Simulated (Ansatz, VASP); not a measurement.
# Cross-check of Ru (Ru(112) slab (three-index Miller notation)) between VASP and Ansatz, part 2 of 2

Wanted: the spread between two codes on one cell, functional and k mesh. The cell is taken from a series of runs on this material, whose earlier steps may have relaxed, scaled, displaced or heated it; both programs get it as it stands.

VASP 6.6.1 and Ansatz 0.2.0.

So far: The starting structure; Ansatz: single point, PBE; VASP: single point, PBE.

### Step 3. VASP: single point, PBE (continued)

Level of this step: PBE; plane waves and PAW (Ru_pv) (VASP).

Numbers of over 12 decimals in the logs are rounded to 6 here.

Parts of OUTCAR (step 3):

```text
ion  position               nearest neighbor table
   1  0.282  0.287  0.288-   6 2.54   5 2.62   4 2.62   2 2.64   2 2.64   3 2.64   3 2.66
   2  0.626  0.787  0.288-   5 2.54   6 2.62   3 2.62   1 2.64   1 2.64   4 2.64   4 2.66
   3  0.925  0.428  0.325-   2 2.62   1 2.64   4 2.64   4 2.64   6 2.65   1 2.66   8 2.66   5 2.71
                             7 2.73   5 2.76
   4  0.265  0.928  0.325-   1 2.62   2 2.64   3 2.64   3 2.64   5 2.65   2 2.66   7 2.66   6 2.70
                             8 2.72   6 2.76
   5  0.579  0.575  0.370-   2 2.54   1 2.62   8 2.65   4 2.65   6 2.66   6 2.66  10 2.67   7 2.68
                             3 2.71   9 2.72   7 2.72   3 2.76
   6  0.905  0.075  0.370-   1 2.54   2 2.62   3 2.65   7 2.66   5 2.66   5 2.66   9 2.67   8 2.68
                             4 2.70   8 2.72  10 2.72   4 2.76
   7  0.213  0.714  0.412-   8 2.65   8 2.65  10 2.65   6 2.66   4 2.66  12 2.67   5 2.68   5 2.72
                             3 2.73   9 2.73   9 2.74  11 2.74
   8  0.550  0.214  0.412-   7 2.65   7 2.65   5 2.65   9 2.65   3 2.66  11 2.67   6 2.68   6 2.72
                             4 2.72  10 2.73  10 2.74  12 2.74
   9  0.862  0.862  0.457-  10 2.65  10 2.65   8 2.65  14 2.66  12 2.66   6 2.67  13 2.70  11 2.71
                            11 2.71   5 2.72   7 2.73   7 2.74
  10  0.195  0.362  0.457-   7 2.65   9 2.65   9 2.65  13 2.65  11 2.66   5 2.67  14 2.70  12 2.71
                            12 2.71   6 2.72   8 2.73   8 2.74
  11  0.504  0.004  0.500-  12 2.65  12 2.65  14 2.66  10 2.66  16 2.67   8 2.67   9 2.71  13 2.71
                            13 2.71   9 2.71   7 2.74  15 2.74
  12  0.838  0.504  0.500-  11 2.65  11 2.65   9 2.66  13 2.66   7 2.67  15 2.67  14 2.71  10 2.71
                            10 2.71  14 2.71  16 2.74   8 2.74
  13  0.147  0.146  0.543-  16 2.65  14 2.65  14 2.65  10 2.65  12 2.66  18 2.67   9 2.70  11 2.71
                            11 2.71  17 2.72  15 2.73  15 2.74
  14  0.479  0.646  0.543-  13 2.65  13 2.65  15 2.65   9 2.66  11 2.66  17 2.67  10 2.70  12 2.71
                            12 2.71  18 2.72  16 2.73  16 2.74
  15  0.792  0.294  0.588-  16 2.65  16 2.65  18 2.65  14 2.65  20 2.66  12 2.67  17 2.68  17 2.72
                            19 2.72  13 2.73  13 2.74  11 2.74
  16  0.129  0.794  0.588-  15 2.65  15 2.65  13 2.65  17 2.66  19 2.66  11 2.67  18 2.68  18 2.72
                            20 2.73  14 2.73  14 2.74  12 2.74
  17  0.437  0.433  0.630-  22 2.54  21 2.62  20 2.65  16 2.66  18 2.66  18 2.66  14 2.67  15 2.68
                            19 2.70  15 2.72  13 2.72  19 2.76
  18  0.763  0.933  0.630-  21 2.54  22 2.62  15 2.65  19 2.65  17 2.66  17 2.66  13 2.67  16 2.68
                            20 2.71  14 2.72  16 2.72  20 2.76
  19  0.077  0.580  0.675-  22 2.62  21 2.64  20 2.64  20 2.64  18 2.65  21 2.66  16 2.66  17 2.70
                            15 2.72  17 2.76
  20  0.417  0.080  0.675-  21 2.62  22 2.64  19 2.64  19 2.64  17 2.65  22 2.66  15 2.66  18 2.71
                            16 2.73  18 2.76
  21  0.716  0.721  0.712-  18 2.54  17 2.62  20 2.62  22 2.64  22 2.64  19 2.64  19 2.66
  22  0.060  0.221  0.712-  17 2.54  18 2.62  19 2.62  21 2.64  21 2.64  20 2.64  20 2.66

  LATTYP: Found a simple orthorhombic cell.
 ALAT       =     4.7025200000
 B/A-ratio  =     1.0778242304
 C/A-ratio  =     5.6274444340

 Subroutine GETGRP returns: Found  2 space group operations
 (whereof  1 operations were pure point group operations)

The static configuration has the point symmetry C_1 .
 The point group associated with its full space group is S_2 .

 Found     36 irreducible k-points:

   k-points           NKPTS =     36   k-points in BZ     NKDIM =     36   number of bands    NBANDS=    190

   dimension x,y,z NGX =    32 NGY =   48 NGZ =  180
   dimension x,y,z NGXF=    64 NGYF=   96 NGZF=  360

   ENCUT  =  400.0 eV  29.40 Ry    5.42 a.u.   7.67 11.27 43.15*2*pi/ulx,y,z

   NELECT =     308.0000    total number of electrons

 k-points in reciprocal lattice and weights: Automatic mesh
   0.00000000  0.00000000  0.00000000       0.014
   0.10000000  0.00000000  0.00000000       0.029
   0.20000000  0.00000000  0.00000000       0.029
   0.30000000  0.00000000  0.00000000       0.029
   0.40000000  0.00000000  0.00000000       0.029
   0.50000000  0.00000000  0.00000000       0.014
   0.00000000  0.14285714  0.00000000       0.029
   0.10000000  0.14285714  0.00000000       0.029
   0.20000000  0.14285714  0.00000000       0.029
[...]
-0.20000000  0.42857143  0.00000000       0.029
  -0.10000000  0.42857143  0.00000000       0.029

 average (electrostatic) potential at core
       1 -75.9101       2 -75.9101       3 -76.1669       4 -76.1662       5 -76.4588
       6 -76.4592       7 -76.4217       8 -76.4218       9 -76.3626      10 -76.3628
      11 -76.3737      12 -76.3737      13 -76.3628      14 -76.3626      15 -76.4218
      16 -76.4217      17 -76.4591      18 -76.4588      19 -76.1662      20 -76.1669
      21 -75.9101      22 -75.9101

 E-fermi :   3.6944

 k-point     1 :       0.0000    0.0000    0.0000
  band No.  band energies     occupation
    ...
    154       3.4704      1.80745
    155       3.4804      1.78947
    156       3.6333      1.29599
    157       3.6393      1.26853
    158       3.7639      0.66567
    159       3.8207      0.44072
    160       3.9619      0.12887
    161       3.9909      0.09806
    162       4.2128      0.01114
    163       4.2438      0.00819
    ...

 k-point     2 :       0.1000    0.0000    0.0000
  band No.  band energies     occupation
    ...
    154       3.4639      1.81848
    155       3.6071      1.41078
    156       3.7321      0.81363
    157       3.7376      0.78724
    158       3.7961      0.53099
    159       3.8356      0.39179
    160       3.9759      0.11297
    161       4.0320      0.06607
    162       4.1487      0.02104
    163       4.3445      0.00300
    ...

 k-point     3 :       0.2000    0.0000    0.0000
  band No.  band energies     occupation
    ...
    152       3.4154      1.88419
    153       3.4521      1.83703
    154       3.4794      1.79121
    155       3.6543      1.19782
    156       3.7971      0.52723
    157       3.8367      0.38839
    158       3.9150      0.19832
    159       3.9479      0.14687
    160       4.0321      0.06605
    161       4.1677      0.01744
    ...

  Total       -8.5763650     -6.9795943     -1.6382736      0.0212729     -0.1533418      0.0562685
  in kB      -21.7852589    -17.7292209     -4.1614618      0.0540364     -0.3895112      0.1429305
  external PRESSURE =     -14.5586472 kB  Pullay stress =       0.0000000 kB

  energy-cutoff  :      400.00
  volume of cell :      630.74
      direct lattice vectors                 reciprocal lattice vectors
     4.702520000  0.000000000  0.000000000     0.212651940  0.197297420  0.000000000
    -4.702520000  5.068490000  0.000000000     0.000000000  0.197297420  0.000000000
     0.000000000  0.000000000 26.463170000     0.000000000  0.000000000  0.037788368

 POSITION                                       TOTAL-FORCE (eV/Angst)
 -----------------------------------------------------------------------------------
     -0.02450      1.45603      7.61504         0.015414      0.000789     -0.020689
     -0.75711      3.98986      7.61557        -0.014652      0.002223     -0.022482
      2.33696      2.17129      8.60715        -0.014830      0.013375     -0.004181
     -3.11878      4.70566      8.60715         0.008431      0.007385      0.000547
      0.01792      2.91600      9.78582        -0.005364      0.000020     -0.009945
      3.90215      0.38242      9.78449         0.009272     -0.013078      0.005564
     -2.35751      3.62098     10.91473        -0.000954      0.004132      0.001754
      1.57553      1.08709     10.91341        -0.005668     -0.001424      0.019762
      0.00122      4.36990     12.08758         0.007143      0.005727      0.004327
     -0.78457      1.83550     12.08758        -0.008027      0.001560      0.010781
      2.34947      0.02129     13.23159        -0.000414      0.007542      0.001508
      1.56928      2.55624     13.23159         0.000414     -0.007542     -0.001508
      0.00080      0.74203     14.37559         0.008027     -0.001560     -0.010781
     -0.78499      3.27612     14.37559        -0.007143     -0.005727     -0.004327
      2.34322      1.49044     15.54976         0.005668      0.001424     -0.019762
     -3.12877      4.02504     15.54844         0.000954     -0.004132     -0.001754
      0.01660      2.19511     16.67868        -0.009272      0.013078     -0.005564
     -0.80169      4.73002     16.67735         0.005364     -0.000020      0.009945
     -2.36751      2.94036     17.85602        -0.008431     -0.007385     -0.000547
      1.58179      0.40624     17.85602         0.014830     -0.013375      0.004181
     -0.02666      3.65616     18.84760         0.014652     -0.002223      0.022482
     -0.75927      1.12150     18.84813        -0.015414     -0.000789      0.020689
 -----------------------------------------------------------------------------------
    total drift:                                0.000056      0.000014      0.000061

  FREE ENERGIE OF THE ION-ELECTRON SYSTEM (eV)
  ---------------------------------------------------
  free  energy   TOTEN  =      -194.0649020158 eV

  energy  without entropy=     -193.2664181507  energy(sigma->0) =     -193.66566008

 total charge
# of ion       s       p       d       tot
------------------------------------------
    1        0.387   6.172   6.012  12.571
    2        0.388   6.172   6.012  12.572
    3        0.394   6.256   5.947  12.597
    4        0.394   6.256   5.947  12.597
    5        0.409   6.315   5.951  12.675
    6        0.409   6.315   5.951  12.675
    7        0.398   6.305   5.937  12.640
    8        0.398   6.305   5.937  12.640
    9        0.401   6.309   5.942  12.652
   10        0.401   6.309   5.942  12.652
   11        0.400   6.307   5.936  12.643
   12        0.400   6.307   5.936  12.643
   13        0.401   6.309   5.942  12.652
   14        0.401   6.309   5.942  12.652
   15        0.398   6.305   5.937  12.640
   16        0.398   6.305   5.937  12.640
   17        0.409   6.315   5.951  12.675
   18        0.409   6.315   5.951  12.675
   19        0.394   6.256   5.947  12.597
   20        0.394   6.256   5.947  12.597
   21        0.388   6.172   6.012  12.572
   22        0.387   6.172   6.012  12.571
--------------------------------------------------
tot          8.763 138.036 131.028 277.827

[... 3 further parts left out ...]
```

### Step 4. Comparison

Known differences besides the potentials themselves: the data sets hold 352 valence electrons in Ansatz (on its default PAW (the set named soft_2) files) and 308 in VASP; the cutoff is 420 eV in Ansatz and 400 eV in VASP. Total energies have different zeros and are not compared.

The largest component of a force difference here is 13 meV/Å. Where the cell holds vacuum, a pressure given here is an average over it and none of the material.

### Step 5. Results

```yaml
r_m_s_force_difference_single_point_pbe: 3.9 meV/Å
```

**Reading.** The r.m.s. force difference is 3.9 meV/Å (single point, PBE), within the 12 meV/Å picked in this series as the mark of a large difference. The data sets hold unlike numbers of valence electrons (352 in Ansatz and 308 in VASP), so part of the differences may come from the potentials. How closely two codes agree says nothing of how well the functional describes the real material.

[Lines on the potential files, build, host, timing and source positions are cut from VASP's logs without a mark.]

[Logs are printed without paths, hosts, clocks, repeated set-up lines and the standing remarks that a program may print on its own settings, such as how far it seeks lower states.]

[Hosts, paths, dates, database ids (printed as entryN), source tags and the programs' standing remarks are cut or masked in the printed files.]
